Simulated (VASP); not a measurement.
# K4C (P6/mmm) in VASP: notebook, part 2 of 2

VASP 6.6.1. Earlier steps stand in the parts before.

### 4 Relaxation of cell and atoms, PBE (random cell by space group and Wyckoff sites (P6/mmm, No. 191))

INCAR

```
SYSTEM = K4C
ALGO     = Fast           ! electronic algorithm
EDIFF    = 1E-7           ! SCF threshold, eV
EDIFFG   = -0.04          ! ionic threshold
ENCUT    = 600            ! plane-wave cutoff, eV
GGA      = PE             ! functional
IBRION   = 2              ! ionic algorithm
ISIF     = 3              ! what is computed and relaxed
ISMEAR   = 0              ! smearing method
LASPH    = .TRUE.         ! aspherical terms in the spheres
LCHARG   = .FALSE.        ! write CHGCAR
LREAL    = .FALSE.        ! projectors in reciprocal space
LWAVE    = .FALSE.        ! write WAVECAR
NELM     = 100            ! most SCF steps
NSW      = 90             ! ionic steps
PREC     = Accurate       ! precision mode
SIGMA    = 0.1            ! smearing width, eV
```

KPOINTS

```
k-points
0
G
  3 3 4
  0 0 0
```

POSCAR

```
K4C
1.0
    6.0000102100      0.0000000000      0.0000000000
   -3.0000051100      5.1961612700      0.0000000000
    0.0000000000      0.0000000000      4.1265705900
K C
4 1
Direct
    0.5000000000      0.0000000000      0.5000000000
    0.0000000000      0.5000000000      0.5000000000
    0.5000000000      0.5000000000      0.5000000000
    0.0000000000      0.0000000000      0.5000000000
    0.0000000000      0.0000000000      0.0000000000
```

Potentials or basis: VASP PAW PBE potentials, release 64 (K_sv, C).

Launch:

```bash
$ cat potpaw_PBE.64/K_sv/POTCAR potpaw_PBE.64/C/POTCAR > POTCAR
$ mpirun -np 1 vasp_std > vasp.out
```

OUTCAR:

```text
SYSTEM = K4C
   EDIFF = 1E-7
   EDIFFG = -0.04
   ENCUT = 600
   GGA = PE
   IBRION = 2
   ISIF = 3
   ISMEAR = 0
   LASPH = .TRUE.
   LREAL = .FALSE.
   NELM = 100
   NSW = 90
   PREC = Accurate

 ion  position               nearest neighbor table
   1  0.500  0.000  0.500-   4 3.00   4 3.00   2 3.00   2 3.00   3 3.00   3 3.00
   2  0.000  0.500  0.500-   3 3.00   3 3.00   1 3.00   1 3.00   4 3.00   4 3.00
   3  0.500  0.500  0.500-   2 3.00   2 3.00   4 3.00   4 3.00   1 3.00   1 3.00
   4  0.000  0.000  0.500-   5 2.06   5 2.06   1 3.00   1 3.00   3 3.00   3 3.00   2 3.00   2 3.00

   5  0.000  0.000  0.000-   4 2.06   4 2.06

  LATTYP: Found a hexagonal cell.
 ALAT       =     6.0000102100
 C/A-ratio  =     0.6877605947

  Lattice vectors:

 A1 = (   6.0000102100,   0.0000000000,   0.0000000000)
 A2 = (  -3.0000051100,   5.1961612700,   0.0000000000)
 A3 = (   0.0000000000,   0.0000000000,   4.1265705900)

[... 329 lines left out ...]
 cond. band min:       0.1276363847   @ k =   0.3333   0.3333   0.2500
 fundamental gap:      0.2626260959
 Fermi energy:         0.1082315576

 k-point     1 :       0.0000    0.0000    0.0000
  band No.  band energies     occupation
      1     -32.4537      2.00000
      2     -32.4420      2.00000
      3     -32.4420      2.00000
      4     -30.4704      2.00000
      5     -16.0647      2.00000
      6     -15.9816      2.00000
[... 309 lines left out ...]
--------------------------------------- Ionic step        7  -------------------------------------------

 number of electron      40.0000000 magnetization

 Free energy of the ion-electron system (eV)
  ---------------------------------------------------
  ext. energy  EPLUGINS =         0.00000000
  ---------------------------------------------------
  free energy    TOTEN  =        -6.73871759 eV

  energy without entropy =       -6.71811222  energy(sigma->0) =       -6.72841491

 E-fermi :  -0.1194     XC(G=0):  -5.9388

 val. band max:       -0.1516769220   @ k =   0.3333   0.3333   0.2500
 cond. band min:      -0.0556863258   @ k =   0.3333   0.0000   0.5000
 fundamental gap:      0.0959905962
 Fermi energy:        -0.1194281104

 k-point     1 :       0.0000    0.0000    0.0000
  band No.  band energies     occupation
      1     -32.5954      2.00000
      2     -32.5833      2.00000
      3     -32.5833      2.00000
      4     -30.6198      2.00000
      5     -16.2144      2.00000
      6     -16.1258      2.00000
[... 264 lines left out ...]
  FREE ENERGIE OF THE ION-ELECTRON SYSTEM (eV)
  ---------------------------------------------------
  free  energy   TOTEN  =        -6.7387175920 eV

  energy  without entropy=       -6.7181122203  energy(sigma->0) =       -6.72841491

 reached required accuracy - stopping structural energy minimisation
```

OSZICAR:

```text
N       E                     dE             d eps       ncg     rms          rms(c)
DAV:   1     0.352379908254E+03    0.35238E+03   -0.21148E+04   432   0.170E+03
DAV:   2     0.227212298472E+02   -0.32966E+03   -0.32698E+03   464   0.465E+02
DAV:   3    -0.848864836202E+01   -0.31210E+02   -0.29779E+02   704   0.104E+02
[... 230 lines left out ...]
RMM:  13    -0.673871698578E+01   -0.42779E-06   -0.61679E-06   471   0.971E-03    0.757E-04
RMM:  14    -0.673871732729E+01   -0.34151E-06   -0.42746E-06   437   0.675E-03    0.832E-04
RMM:  15    -0.673871744834E+01   -0.12106E-06   -0.21864E-06   428   0.530E-03    0.850E-04
RMM:  16    -0.673871758430E+01   -0.13596E-06   -0.14340E-06   344   0.389E-03    0.430E-04
RMM:  17    -0.673871759204E+01   -0.77393E-08   -0.84357E-07   335   0.314E-03
   7 F= -.67387176E+01 E0= -.67284149E+01  d E =-.464169E-01
```

CONTCAR:

```text
K4C
   1.00000000000000
     8.1817077480923448   -0.0000000020622649    0.0000000000000000
    -4.0908538826502241    7.0855667679706658    0.0000000000000000
     0.0000000000000000   -0.0000000000000000    4.8288335298851317
  K               C
     4     1
Direct
     0.5000000000000000    0.0000000000000000    0.5000000000000000
     0.0000000000000000    0.5000000000000000    0.5000000000000000
     0.5000000000000000    0.5000000000000000    0.5000000000000000
     0.0000000000000000    0.0000000000000000    0.5000000000000000
     0.0000000000000000    0.0000000000000000    0.0000000000000000

  0.00000000E+00  0.00000000E+00  0.00000000E+00
  0.00000000E+00  0.00000000E+00  0.00000000E+00
  0.00000000E+00  0.00000000E+00  0.00000000E+00
  0.00000000E+00  0.00000000E+00  0.00000000E+00
  0.00000000E+00  0.00000000E+00  0.00000000E+00
```

It took 4.5 min on 1 thread of Intel Xeon 6975P-C (Granite Rapids), shared host; peak memory 0.29 GiB.

What came out:

| Property | Result |
| --- | --- |
| Free energy | -6.7387 eV |
| Relaxed volume | 55.99 Å³/atom |
| Relaxed cell | a = 8.182 Å, b = 8.182 Å, c = 4.829 Å, α = 90.00°, β = 90.00°, γ = 120.00° |
| Space group after relaxing (to 0.05 Å) | P6/mmm (No. 191) |
| Energy gained by relaxing | 750.2 meV/atom |
| Ionic steps | 7 |
| Pressure after relaxing | 0.0 GPa |
| Band gap on the k mesh | none (metal or under the smearing width) |

Step by step:
| step | energy change (eV) | largest force (eV/Å) | pressure (GPa) | volume (Å³) |
| --- | --- | --- | --- | --- |
| 1 | 0.0000 | 0.0000 | 11.94 | 128.65 |
| 2 | -2.2911 | 0.0000 | 5.78 | 167.45 |
| 3 | -3.5589 | 0.0000 | 1.40 | 230.67 |
| 4 | -3.6914 | 0.0000 | 0.54 | 258.42 |
| 5 | -3.7047 | 0.0000 | 0.26 | 270.19 |
| 6 | -3.7437 | 0.0000 | 0.08 | 276.28 |
| 7 | -3.7511 | 0.0000 | -0.03 | 279.94 |

Final structure:
```
CELL_PARAMETERS angstrom
8.18171 0.00000 0.00000
-4.09085 7.08557 0.00000
0.00000 0.00000 4.82883
ATOMIC_POSITIONS crystal
K 0.50000 0.00000 0.50000
K 0.00000 0.50000 0.50000
K 0.50000 0.50000 0.50000
K 0.00000 0.00000 0.50000
C 0.00000 0.00000 0.00000
```

Levels at points of the mesh, in eV from the Fermi level:
| k point | band 16 | band 17 | band 18 | band 19 | band 20 | band 21 | band 22 | band 23 | band 24 |
| --- | --- | --- | --- | --- | --- | --- | --- | --- | --- |
| (0.00, 0.00, 0.00) | -14.10 | -8.25 | -1.68 | -0.20 | -0.20 | 0.93 | 0.93 | 1.00 | 1.75 |
| (0.00, 0.00, 0.50) | -14.09 | -7.34 | -1.06 | -0.39 | -0.39 | -0.16 | 0.46 | 1.34 | 2.13 |

Caveat: the k mesh is coarse (spacing up to 0.40 Å⁻¹), so the values aren't converged; the volume moved by over 15 % at a fixed basis, so the end points are rough.

### 5 Overview

| task | cell | k mesh | cutoff (eV) | mesh quality | gap on the mesh (eV) | pressure (GPa) |
| --- | --- | --- | --- | --- | --- | --- |
| single point | random cell by space group and Wyckoff sites (P6/mmm, No. 191) | 6 × 6 × 8 | 520 | not flagged | none | 0.0 |
| single point | random cell by space group and Wyckoff sites (P6/mmm, No. 191) | 3 × 3 × 4 | 520 | not flagged | none | 0.1 |
| relaxation of cell and atoms | relaxed from: random cell by space group and Wyckoff sites (P6/mmm, No. 191) | 3 × 3 × 4 | 600 | coarse | none | 0.0 |

Alike in all rows: level PBE; potentials or basis VASP PAW PBE potentials, release 64 (K_sv, C); no spin polarisation; smearing gaussian 0.1 eV.

Caveats: some runs use coarse meshes; the volume moved by over 15 % at a fixed basis, so the end points are rough (some runs).

Total energies depend on the potentials used, so only differences within one code and one set of settings carry meaning.
